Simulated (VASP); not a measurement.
The system is Al7InAs8.

```
In Al As
1.0
     5.70770   -5.70770    0.00000
     5.70770    0.00000    5.70770
     0.00000   -5.70770    5.70770
In Al As
1 7 8
Direct
  0.50000 0.00000 0.00000
  0.50000 0.00000 0.50000
  0.50000 0.50000 0.00000
  0.50000 0.50000 0.50000
  0.00000 0.00000 0.00000
  0.00000 0.00000 0.50000
  0.00000 0.50000 0.00000
  0.00000 0.50000 0.50000
  0.37500 0.37500 0.87500
  0.37500 0.37500 0.37500
  0.37500 0.87500 0.87500
  0.37500 0.87500 0.37500
  0.87500 0.37500 0.87500
  0.87500 0.37500 0.37500
  0.87500 0.87500 0.87500
  0.87500 0.87500 0.37500
```

The cell was built by a generator and needn't be a form met in nature.

| Item | Value |
| --- | --- |
| Program | VASP 6.6.1 |
| Task | relaxation of cell and atoms |
| Functional | PBE |
| Potentials or basis | VASP PAW PBE potentials, release 64 (In_d, Al, As) |
| Cutoff | 600 eV |
| k mesh | 6 × 6 × 6 |
| Occupations | gaussian, width 0.03 eV |
| Spin | no spin polarisation |

At the start: pressure 3.3 GPa; volume 23.24 Å³/atom.

Question: How do energy, volume and symmetry change on relaxing?

Answer: Over 8 steps the energy falls by 30.2 meV/atom and the volume is 24.23 Å³/atom (+4.2 %); space group F-43m (No. 216, to 0.05 Å).

The path:
```tsv
step	energy change (eV)	largest force (eV/Å)	pressure (GPa)	volume (Å³)
1	0.0000	1.6347	3.35	371.89
2	-0.4049	0.3098	-1.65	398.66
3	-0.4213	0.4954	-0.91	393.90
4	-0.4772	0.1475	-0.13	388.60
5	-0.4808	0.0654	0.14	386.88
6	-0.4822	0.0278	-0.02	387.78
7	-0.4823	0.0210	-0.05	387.95
8	-0.4824	0.0071	-0.01	387.64
```

Final structure:
```cif
data_structure
_symmetry_space_group_name_H-M 'P 1'
_symmetry_Int_Tables_number 1
_cell_length_a 8.1843
_cell_length_b 8.1843
_cell_length_c 8.1843
_cell_angle_alpha 60.000
_cell_angle_beta 60.000
_cell_angle_gamma 60.000
_cell_volume 387.64
loop_
_atom_site_label
_atom_site_type_symbol
_atom_site_fract_x
_atom_site_fract_y
_atom_site_fract_z
_atom_site_occupancy
In1 In 0.50000 0.00000 0.00000 1
Al1 Al 0.50026 0.00026 0.49974 1
Al2 Al 0.50026 0.49974 0.00026 1
Al3 Al 0.50026 0.49974 0.49974 1
Al4 Al 0.99974 0.00026 0.00026 1
Al5 Al 0.99974 0.00026 0.49974 1
Al6 Al 0.99974 0.49974 0.00026 1
Al7 Al 0.00000 0.50000 0.50000 1
As1 As 0.36951 0.39148 0.86951 1
As2 As 0.37505 0.37498 0.37498 1
As3 As 0.36951 0.86951 0.86951 1
As4 As 0.36951 0.86951 0.39148 1
As5 As 0.87498 0.37498 0.87505 1
As6 As 0.87498 0.37498 0.37498 1
As7 As 0.89148 0.86951 0.86951 1
As8 As 0.87498 0.87505 0.37498 1
```
